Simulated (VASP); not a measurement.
# Ga8SbAs7 (F-43m) in VASP: notebook

Runs on Ga8SbAs7. Level: PBEsol. Tasks: relaxation of cell and atoms.

Everything below comes from runs of VASP 6.6.1. Logs are shortened: lines on timing, memory, paths and dates and some standing lists are left out, and cuts for length are marked.

## (1) Starting point

Symmetry: F-43m, No. 216, cubic system. Conventional cell: a = 11.423 Å, b = 11.423 Å, c = 11.423 Å, α = 90.00°, β = 90.00°, γ = 90.00°. Around Ga (site symmetry 3m) lie 3 As at 2.47 Å and 1 Sb at 2.47 Å. Ga (site symmetry 3m) has 4 As at 2.47 Å as nearest neighbours. Around Sb (site symmetry -43m) lie 4 Ga at 2.47 Å. Around As (site symmetry 2mm) lie 4 Ga at 2.47 Å. As (site symmetry -43m) has 4 Ga at 2.47 Å as nearest neighbours.

The cell was built by a generator and needn't be a form met in nature.

## (2) Relaxation of cell and atoms, PBEsol

The input, INCAR:

```
SYSTEM = Ga8SbAs7
PREC = Accurate
ENCUT = 600
EDIFF = 1E-6
ISMEAR = 0
SIGMA = 0.03
LREAL = .False.
LASPH = .True.
NELM = 80
ALGO = Normal
ISIF = 3
LWAVE = .False.
LCHARG = .False.
GGA = PS
IBRION = 2
NSW = 90
EDIFFG = -0.01
KPAR = 4
```

The input, KPOINTS:

```
regular mesh
0
Gamma
  6 6 6
  0 0 0
```

The input, POSCAR:

```
Ga8SbAs7
1.0
   -5.7117375000      5.7117375000      0.0000000000
   -5.7117375000      0.0000000000      5.7117375000
    0.0000000000      5.7117375000      5.7117375000
Ga Sb As
8 1 7
Direct
    0.0000000000      0.0000000000      0.0000000000
    0.5000000000      0.0000000000      0.0000000000
    0.0000000000      0.5000000000      0.0000000000
    0.0000000000      0.0000000000      0.5000000000
    0.5000000000      0.5000000000      0.0000000000
    0.5000000000      0.0000000000      0.5000000000
    0.0000000000      0.5000000000      0.5000000000
    0.5000000000      0.5000000000      0.5000000000
    0.8750000000      0.8750000000      0.3750000000
    0.3750000000      0.8750000000      0.3750000000
    0.8750000000      0.3750000000      0.3750000000
    0.8750000000      0.8750000000      0.8750000000
    0.3750000000      0.3750000000      0.3750000000
    0.3750000000      0.8750000000      0.8750000000
    0.8750000000      0.3750000000      0.8750000000
    0.3750000000      0.3750000000      0.8750000000
```

Potentials or basis: VASP PAW PBE potentials, release 64 (Ga_d, Sb, As).

Command:

```
$ cat potpaw_PBE.64/Ga_d/POTCAR potpaw_PBE.64/Sb/POTCAR potpaw_PBE.64/As/POTCAR > POTCAR
$ mpirun -np 4 vasp_std > vasp.out
```

OUTCAR:

```text
SYSTEM = Ga8SbAs7
   PREC = Accurate
   ENCUT = 600
   EDIFF = 1E-6
   ISMEAR = 0
   LREAL = .False.
   LASPH = .True.
   NELM = 80
   ISIF = 3
   GGA = PS
   IBRION = 2
   NSW = 90
   EDIFFG = -0.01

 ion  position               nearest neighbor table
   1  0.000  0.000  0.000-   9 2.47  12 2.47  14 2.47  15 2.47
   2  0.500  0.000  0.000-  10 2.47  12 2.47  14 2.47  16 2.47
   3  0.000  0.500  0.000-  11 2.47  12 2.47  15 2.47  16 2.47
   4  0.000  0.000  0.500-   9 2.47  10 2.47  11 2.47  12 2.47
   5  0.500  0.500  0.000-  13 2.47  14 2.47  15 2.47  16 2.47
   6  0.500  0.000  0.500-   9 2.47  10 2.47  13 2.47  14 2.47
[... 8 lines left out ...]
  15  0.875  0.375  0.875-   1 2.47   3 2.47   5 2.47   7 2.47
  16  0.375  0.375  0.875-   2 2.47   3 2.47   5 2.47   8 2.47

  LATTYP: Found a face centered cubic cell.
 ALAT       =    11.4234750000

  Lattice vectors:

 A1 = (  -5.7117375000,   5.7117375000,   0.0000000000)
 A2 = (  -5.7117375000,   0.0000000000,   5.7117375000)
 A3 = (   0.0000000000,   5.7117375000,   5.7117375000)

Analysis of symmetry for initial positions (statically):
=====================================================================
 Subroutine PRICEL returns:
 Original cell was already a primitive cell.

 Routine SETGRP: Setting up the symmetry group for a
 face centered cubic supercell.

 Subroutine GETGRP returns: Found 24 space group operations
 (whereof  6 operations were pure point group operations)
 out of a pool of 48 trial point group operations.

The static configuration has the point symmetry C_3v.
 The point group associated with its full space group is T_d .

Analysis of symmetry for dynamics (positions and initial velocities):
=====================================================================
 Subroutine PRICEL returns:
 Original cell was already a primitive cell.

 Routine SETGRP: Setting up the symmetry group for a
 face centered cubic supercell.

 Subroutine GETGRP returns: Found 24 space group operations
 (whereof  6 operations were pure point group operations)
 out of a pool of 48 trial point group operations.

The dynamic configuration has the point symmetry C_3v.
 The point group associated with its full space group is T_d .

 Subroutine INISYM returns: Found 24 space group operations
 (whereof  6 operations are pure point group operations),
 and found     1 'primitive' translations

----------------------------------------------------------------------------------------

                                     Primitive cell

  volume of cell :     372.6788

  direct lattice vectors                    reciprocal lattice vectors
    -5.711737500  5.711737500  0.000000000    -0.087539037  0.087539037 -0.087539037
    -5.711737500  0.000000000  5.711737500    -0.087539037 -0.087539037  0.087539037
     0.000000000  5.711737500  5.711737500     0.087539037  0.087539037  0.087539037

  length of vectors
     8.077616637  8.077616637  8.077616637     0.151622060  0.151622060  0.151622060

  position of ions in fractional coordinates (direct lattice)
     0.000000000  0.000000000  0.000000000
     0.500000000  0.000000000  0.000000000
     0.000000000  0.500000000  0.000000000
     0.000000000  0.000000000  0.500000000
     0.500000000  0.500000000  0.000000000
     0.500000000  0.000000000  0.500000000
[... 8 lines left out ...]
     0.875000000  0.375000000  0.875000000
     0.375000000  0.375000000  0.875000000

  ion indices of the primitive-cell ions
   primitive index   ion index
                 1           1
                 2           2
                 3           3
                 4           4
                 5           5
                 6           6
[... 8 lines left out ...]
                15          15
                16          16

----------------------------------------------------------------------------------------

 KPOINTS: regular mesh

Automatic generation of k-mesh.
 Grid dimensions read from file:
 generate k-points for:    6    6    6

 Generating k-lattice:

  Cartesian coordinates                     Fractional coordinates (reciprocal lattice)
    -0.014589839  0.014589839 -0.014589839     0.166666667  0.000000000  0.000000000
    -0.014589839 -0.014589839  0.014589839     0.000000000  0.166666667  0.000000000
     0.014589839  0.014589839  0.014589839     0.000000000  0.000000000  0.166666667

  Length of vectors
     0.025270343  0.025270343  0.025270343

  Shift w.r.t. Gamma in fractional coordinates (k-lattice)
     0.000000000  0.000000000  0.000000000

 Subroutine IBZKPT returns following result:
 ===========================================

 Found     16 irreducible k-points:

 Following reciprocal coordinates:
            Coordinates               Weight
  0.000000  0.000000  0.000000      1.000000
  0.166667  0.000000  0.000000      8.000000
  0.333333  0.000000  0.000000      8.000000
  0.500000  0.000000  0.000000      4.000000
  0.166667  0.166667  0.000000      6.000000
  0.333333  0.166667  0.000000     24.000000
[... 8 lines left out ...]
 -0.333333  0.333333  0.166667     24.000000
 -0.333333  0.500000  0.166667     12.000000
   k-points           NKPTS =     16   k-points in BZ     NKDIM =     16   number of bands    NBANDS=     86
   number of dos      NEDOS =    301   number of ions     NIONS =     16
   total plane-waves  NPLWV = 343000
   dimension x,y,z NGX =    70 NGY =   70 NGZ =   70
   dimension x,y,z NGXF=   140 NGYF=  140 NGZF=  140
   ions per type =               8   1   7
   NGX,Y,Z   is equivalent  to a cutoff of  14.41, 14.41, 14.41 a.u.
   NGXF,Y,Z  is equivalent  to a cutoff of  28.81, 28.81, 28.81 a.u.
 SYSTEM =  Ga8SbAs7
   PREC   = accura    normal or accurate (medium, high low for compatibility)
   ISTART =      0    job   : 0-new  1-cont  2-samecut
   ICHARG =      2    charge: 1-file 2-atom 10-const
   ISPIN  =      1    spin polarized calculation?
   LNONCOLLINEAR =      F non collinear calculations
   LSORBIT =      F    spin-orbit coupling
   LASPH  =      T    aspherical Exc in radial PAW
   ENCUT  =  600.0 eV  44.10 Ry    6.64 a.u.  16.13 16.13 16.13*2*pi/ulx,y,z
   NELM   =     80;   NELMIN=  2; NELMDL= -5     # of ELM steps
   EDIFF  = 0.1E-05   stopping-criterion for ELM
   LREAL  =      F    real-space projection
   EDIFFG = -.1E-01   stopping-criterion for IOM
   NSW    =     90    number of steps for IOM
   IBRION =      2    ionic relax: 0-MD 1-quasi-New 2-CG
   NFREE  =      1    steps in history (QN), initial steepest desc. (CG)
   ISIF   =      3    stress and relaxation
   ISYM   =      2    0-nonsym 1-usesym 2-fastsym
   POTIM  = 0.5000    time-step for ionic-motion
   TEBEG  =    0.0;   TEEND  =   0.0 temperature during run
   PSTRESS=    0.0 pullay stress
   NELECT =     144.0000    total number of electrons
   NUPDOWN=      -1.0000    fix difference up-down
   EMIN   =  10.00;   EMAX   =-10.00  energy-range for DOS
   EFERMI =   0.00;   METHOD = LEGACY
   ISMEAR =     0;   SIGMA  =   0.03  broadening in eV -4-tet -1-fermi 0-gaus
   EFERMI_NEDOS =   21; number of points for ismear=-14 and -15
   IALGO  =     38    algorithm
   IMIX   =      4    mixing-type and parameters
     AMIX     =   0.40;   BMIX     =  1.00
     AMIX_MAG =   1.60;   BMIX_MAG =  1.00
  volume/ion in A,a.u.               =      23.29       157.19
  Fermi-wavevector in a.u.,A,eV,Ry     =   1.192388  2.253286 19.344600  1.421788
  Thomas-Fermi vector in A             =   2.328427
   LORBIT       =      0    0 simple, 1 ext, 2 COOP (PROOUT), +10 PAW based schemes
   GGA     = PS    functional components
   LHFCALC =     F    Hartree Fock is set to
   AEXX    =    0.0000 exact exchange contribution
   IVDW    =     0    specifies the selected vdW correction
   LEPSILON=     F    determine dielectric tensor
   LRPA    =     F    only Hartree local field effects (RPA)
 conjugate gradient relaxation of ions
 non-spin polarized calculation
 Gauss-broadening in eV      SIGMA  =   0.03
  energy-cutoff  :      600.00
  volume of cell :      372.68
 maximum number of plane-waves:     12459
 NGX is ok and might be reduce to    70
   NGX = 33   NGY = 33   NGZ = 33

--------------------------------------- Ionic step        1  -------------------------------------------

 number of electron     143.9999981 magnetization

 Free energy of the ion-electron system (eV)
  ---------------------------------------------------
  ext. energy  EPLUGINS =         0.00000000
  ---------------------------------------------------
  free energy    TOTEN  =       -71.30173873 eV

  energy without entropy =      -71.30173873  energy(sigma->0) =      -71.30173873

------------------------ aborting loop because EDIFF is reached ----------------------------------------

  FORCE on cell =-STRESS in cart. coord.  units (eV):
  Direction    XX          YY          ZZ          XY          YZ          ZX
  --------------------------------------------------------------------------------------
  -------------------------------------------------------------------------------------
  Total        1.3883220      1.3883220      1.3883220      0.0000000     -0.0000000      0.0000000
  in kB        5.9685119      5.9685119      5.9685119      0.0000000     -0.0000000      0.0000000
  external PRESSURE =       5.9685119 kB  Pullay stress =       0.0000000 kB
[... 335 lines left out ...]
  energy  without entropy=      -71.5402233129  energy(sigma->0) =      -71.54026246

--------------------------------------- Ionic step        8  -------------------------------------------

 number of electron     143.9999995 magnetization

 Free energy of the ion-electron system (eV)
  ---------------------------------------------------
  ext. energy  EPLUGINS =         0.00000000
  ---------------------------------------------------
  free energy    TOTEN  =       -71.54041797 eV

  energy without entropy =      -71.54032997  energy(sigma->0) =      -71.54037397

 E-fermi :   4.0132     XC(G=0):  -9.6835

 val. band max:        3.9757275060   @ k =   0.0000   0.0000   0.0000
 cond. band min:       4.0384733023   @ k =   0.0000   0.0000   0.0000
 fundamental gap:      0.0627457963
 Fermi energy:         4.0131632095

 k-point     1 :       0.0000    0.0000    0.0000
  band No.  band energies     occupation
      1     -11.0535      2.00000
      2     -11.0268      2.00000
      3     -11.0268      2.00000
      4     -11.0022      2.00000
      5     -11.0022      2.00000
      6     -11.0022      2.00000
[... 1381 lines left out ...]
     83       7.7517      0.00000
     84       7.9040      0.00000
 [bands above 84 left out]

------------------------ aborting loop because EDIFF is reached ----------------------------------------

  FORCE on cell =-STRESS in cart. coord.  units (eV):
  Direction    XX          YY          ZZ          XY          YZ          ZX
  --------------------------------------------------------------------------------------
  -------------------------------------------------------------------------------------
  Total       -0.0366224     -0.0366224     -0.0366224      0.0000000      0.0000000     -0.0000000
  in kB       -0.1565313     -0.1565313     -0.1565313      0.0000000      0.0000000     -0.0000000
  external PRESSURE =      -0.1565313 kB  Pullay stress =       0.0000000 kB
[... 31 lines left out ...]
  FREE ENERGIE OF THE ION-ELECTRON SYSTEM (eV)
  ---------------------------------------------------
  free  energy   TOTEN  =       -71.5404179663 eV

  energy  without entropy=      -71.5403299709  energy(sigma->0) =      -71.54037397

 reached required accuracy - stopping structural energy minimisation
```

It took 19 min on 4 MPI ranks of Intel Xeon Platinum 8488C (Sapphire Rapids), shared host; peak memory 1.1 GiB.

What came out:

| Item | Value |
| --- | --- |
| Free energy | -71.5404 eV |
| Relaxed volume | 23.43 Å³/atom |
| Relaxed cell | a = 8.093 Å, b = 8.093 Å, c = 8.093 Å, α = 60.00°, β = 60.00°, γ = 60.00° |
| Space group after relaxing (to 0.05 Å) | F-43m (No. 216) |
| Energy gained by relaxing | 14.9 meV/atom |
| Ionic steps | 8 |
| Pressure after relaxing | 0.0 GPa |
| Band gap on the k mesh | 0.06 eV, direct |

Step by step:
| step | energy change (eV) | largest force (eV/Å) | pressure (GPa) | volume (Å³) |
| --- | --- | --- | --- | --- |
| 1 | 0.0000 | 1.3592 | 0.60 | 372.68 |
| 2 | -0.2196 | 0.3158 | -0.39 | 377.38 |
| 3 | -0.2288 | 0.0814 | -0.61 | 378.58 |
| 4 | -0.2374 | 0.0378 | 0.20 | 373.67 |
| 5 | -0.2380 | 0.0382 | 0.05 | 374.62 |
| 6 | -0.2380 | 0.0383 | 0.02 | 374.70 |
| 7 | -0.2386 | 0.0167 | -0.01 | 374.80 |
| 8 | -0.2387 | 0.0052 | -0.02 | 374.85 |

Final structure:
```
CELL_PARAMETERS angstrom
-5.72280 5.72280 0.00000
-5.72280 0.00000 5.72280
0.00000 5.72280 5.72280
ATOMIC_POSITIONS crystal
Ga 0.00451 0.00451 0.98647
Ga 0.49974 0.00079 0.99974
Ga 0.00079 0.49974 0.99974
Ga 0.00451 0.00451 0.50451
Ga 0.49974 0.49974 0.99974
Ga 0.48647 0.00451 0.50451
Ga 0.00451 0.48647 0.50451
Ga 0.49974 0.49974 0.50079
Sb 0.87500 0.87500 0.37500
As 0.37495 0.87505 0.37505
As 0.87505 0.37495 0.37505
As 0.87505 0.87505 0.87495
As 0.37495 0.37495 0.37505
As 0.37495 0.87505 0.87495
As 0.87505 0.37495 0.87495
As 0.37500 0.37500 0.87500
```

Caveat: the PAW data sets were made with another functional, which shifts forces and pressure a little; spin-orbit coupling is left out, which moves the levels of the heavy elements. As with any semilocal functional, this PBEsol gap is likely too small.

## (3) Relaxation of cell and atoms, PBEsol

This run uses another cell than the first one, of 23.43 Å³/atom, 1.006 times its volume.

Edit INCAR of step 2 so:

```diff
@@ -3,3 +3,3 @@
 ENCUT = 600
-EDIFF = 1E-6
+EDIFF = 1E-7
 ISMEAR = 0
@@ -16,3 +16,3 @@
 NSW = 90
-EDIFFG = -0.01
+EDIFFG = -0.005
 KPAR = 4
```

KPOINTS is that of step 2.

The input, POSCAR:

```
Ga8SbAs7                                
1.0
   -5.7228039007      5.7228039007      0.0000000000
   -5.7228039007      0.0000000000      5.7228039007
   -0.0000000000      5.7228039007      5.7228039007
  Ga              Sb              As            
     8     1     7
Direct
     0.0045102178712448    0.0045102178712448    0.9864693463862657
     0.4997354242235160    0.0007937273294519    0.9997354242235160
     0.0007937273294519    0.4997354242235160    0.9997354242235160
     0.0045102178712448    0.0045102178712448    0.5045102178712447
     0.4997354242235160    0.4997354242235160    0.9997354242235160
     0.4864693463862658    0.0045102178712448    0.5045102178712447
     0.0045102178712448    0.4864693463862658    0.5045102178712447
     0.4997354242235160    0.4997354242235160    0.5007937273294518
     0.8750000000000000    0.8750000000000000    0.3750000000000000
     0.3749514298045164    0.8750485701954834    0.3750485701954836
     0.8750485701954834    0.3749514298045164    0.3750485701954836
     0.8750485701954834    0.8750485701954834    0.8749514298045166
     0.3749514298045164    0.3749514298045164    0.3750485701954836
     0.3749514298045164    0.8750485701954834    0.8749514298045166
     0.8750485701954834    0.3749514298045164    0.8749514298045166
     0.3750000000000000    0.3750000000000000    0.8750000000000000
```

Potentials or basis: VASP PAW PBE potentials, release 64 (Ga_d, Sb, As).

Command:

```
$ cat potpaw_PBE.64/Ga_d/POTCAR potpaw_PBE.64/Sb/POTCAR potpaw_PBE.64/As/POTCAR > POTCAR
$ mpirun -np 4 vasp_std > vasp.out
```

It took 6 min on 4 MPI ranks of Intel Xeon Platinum 8488C (Sapphire Rapids), shared host; peak memory 1.1 GiB.

It converged, with:

```yaml
Free_energy: -71.5407 eV
Energy_gained_by_relaxing: 0.0 meV/atom
Ionic_steps: 2
Pressure_after_relaxing: 0.0 GPa
Band_gap_on_the_k_mesh: 0.06 eV, direct
```

Forces in eV/Å, atoms in the order of the input:
```
Ga  -0.001 -0.001 -0.001
Ga  -0.001 -0.001  0.001
Ga  -0.001  0.001 -0.001
Ga  -0.001  0.001  0.001
Ga   0.001 -0.001 -0.001
Ga   0.001 -0.001  0.001
Ga   0.001  0.001 -0.001
Ga   0.001  0.001  0.001
Sb   0.000  0.000  0.000
As   0.000  0.000 -0.002
As   0.000 -0.002  0.000
As   0.002  0.000  0.000
As  -0.002  0.000  0.000
As   0.000  0.002  0.000
As   0.000  0.000  0.002
As   0.000  0.000  0.000
```

Final structure:
```
Ga Sb As
1.0
    -5.72265    5.72265    0.00000
    -5.72265    0.00000    5.72265
     0.00000    5.72265    5.72265
Ga Sb As
8 1 7
Cartesian
  -0.0517 5.6709 5.6709
  -2.8645 8.5808 5.7258
  -2.8645 5.7258 8.5808
  -0.0517 2.9130 2.9130
  -5.7195 8.5808 8.5808
  -2.8096 5.6709 2.9130
  -2.8096 2.9130 5.6709
  -5.7195 5.7258 5.7258
  -10.0146 7.1533 7.1533
  -7.1533 4.2920 7.1536
  -7.1533 7.1536 4.2920
  -10.0149 10.0146 10.0146
  -4.2917 4.2920 4.2920
  -7.1533 7.1530 10.0146
  -7.1533 10.0146 7.1530
  -4.2920 7.1533 7.1533
```

Levels at points of the mesh, in eV from the valence-band top:
```csv
k point,band 68,band 69,band 70,band 71,band 72,band 73,band 74,band 75,band 76,band 77
"(0.00, 0.00, 0.00)",-1.04,-1.04,0.00,0.00,0.00,0.06,0.63,0.63,0.63,0.95
"(0.50, 0.00, 0.00)",-1.98,-0.89,-0.89,-0.55,-0.55,1.01,1.26,1.84,1.89,1.89
"(0.50, 0.50, 0.00)",-1.72,-1.48,-1.35,-1.07,-1.07,1.68,1.75,2.35,2.35,2.48
```

Caveat: the PAW data sets were made with another functional, which shifts forces and pressure a little; spin-orbit coupling is left out, which moves the levels of the heavy elements.
